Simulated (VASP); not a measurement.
Energy against volume of CdF2 (fluorite). All values below come from PBE GGA with D4 dispersion, VASP's PBE PAW potentials (set 64) (plane waves; VASP). Run with 520 eV cut-off, 7×7×7 Γ-centred mesh, Gaussian smearing of 0.050 eV, potentials Cd F.

| V (Å³/atom) | E (eV/atom) |
|---|---|
| 13.110 | -3.79813 |
| 13.516 | -3.80341 |
| 13.921 | -3.80098 |
| 14.327 | -3.79216 |

Problem. Fit these four points and predict the energy of the run at 12.705 Å³/atom.

Solution. A cubic in V^(−2/3), the third-order Birch-Murnaghan form, passes through the four points with V0 = 13.58 Å³/atom and B0 = 99 GPa, and gives -3.7836 eV/atom there. The run gave -3.7836 eV/atom, -0.1 meV/atom from the fit; all five points give B0 = 99 GPa.

The compound is CdF2 in the fluorite structure. It was relaxed first.
